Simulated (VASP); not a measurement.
OSZICAR of a VASP run on ZnSe (zinc blende):

**OSZICAR**
```
       N       E                     dE             d eps       ncg     rms          rms(c)
DAV:   1     0.730985420174E+02    0.73099E+02   -0.69842E+03   520   0.122E+03
DAV:   2    -0.198585839703E+01   -0.75084E+02   -0.72070E+02   545   0.239E+02
DAV:   3    -0.664071824607E+01   -0.46549E+01   -0.46034E+01   675   0.626E+01
DAV:   4    -0.668304366024E+01   -0.42325E-01   -0.42316E-01   560   0.628E+00
DAV:   5    -0.668327507539E+01   -0.23142E-03   -0.23141E-03   600   0.455E-01    0.437E+00
DAV:   6    -0.654897507212E+01    0.13430E+00   -0.12298E+00   625   0.377E+01    0.369E+00
DAV:   7    -0.653429473187E+01    0.14680E-01   -0.17680E-01   620   0.768E+00    0.179E+00
DAV:   8    -0.653350551211E+01    0.78922E-03   -0.15644E-02   610   0.155E+00    0.287E-01
DAV:   9    -0.653332366803E+01    0.18184E-03   -0.28699E-03   580   0.135E+00    0.642E-02
DAV:  10    -0.653328344610E+01    0.40222E-04   -0.37948E-04   762   0.321E-01    0.352E-02
DAV:  11    -0.653328439062E+01   -0.94452E-06   -0.48988E-05   605   0.124E-01    0.184E-02
DAV:  12    -0.653328721728E+01   -0.28267E-05   -0.85037E-06   570   0.310E-02    0.517E-03
DAV:  13    -0.653328727647E+01   -0.59185E-07   -0.38306E-07   325   0.997E-03
   1 F= -.65332873E+01 E0= -.65328571E+01  d E =-.860294E-03
```

**Question.** Which electronic solver shows in the log?

**Answer.** It is blocked Davidson (ALGO = Normal, or the opening steps of other solvers). The INCAR had ALGO = Normal.

**Question.** Can the final energy be trusted as converged?

**Answer.** The run converged. It stopped with EDIFF = 1E-6, NELM = 100 (PBE GGA, plane waves, VASP's PBE PAW potentials (set 64)). The cell is charged, with a uniform compensating background.

The compound is ZnSe in the zinc blende structure. The cell was not relaxed at this level. The run is one of a series of settings (NELECT = 17.5 against the base run), some of them coarse on purpose.
